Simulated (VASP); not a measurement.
Energy against volume of BaF₂ (fluorite). All values below come from vdW-DF2, VASP's PBE PAW potentials (set 64) (plane waves; VASP).

```csv
V (Å³/atom),E (eV/atom)
20.064,-4.01165
20.704,-4.02375
21.345,-4.02803
21.985,-4.02569
22.626,-4.01780
```

Task: Fit a third-order Birch-Murnaghan equation of state.

Result: 
```
Property                                          Value
---------------------------------------  --------------
volume per atom                          21.42 Å^3/atom
bulk modulus                                   54.0 GPa
pressure derivative of the bulk modulus            4.73
lattice constant a                          12.015 bohr
```

Measured: bulk modulus 57.0 GPa (computed value off by -5.2 %), as given by On the Morphology of Group II Metal Fluoride Nanocrystals at Finite Temperature and Partial Pressure of HF, PMC6154342. The calculation is for a static lattice, while the measured bulk modulus holds thermal and zero-point effects, which are part of the difference.

The compound is BaF2 in the fluorite structure. It was relaxed first, which changed the volume by +8 %.
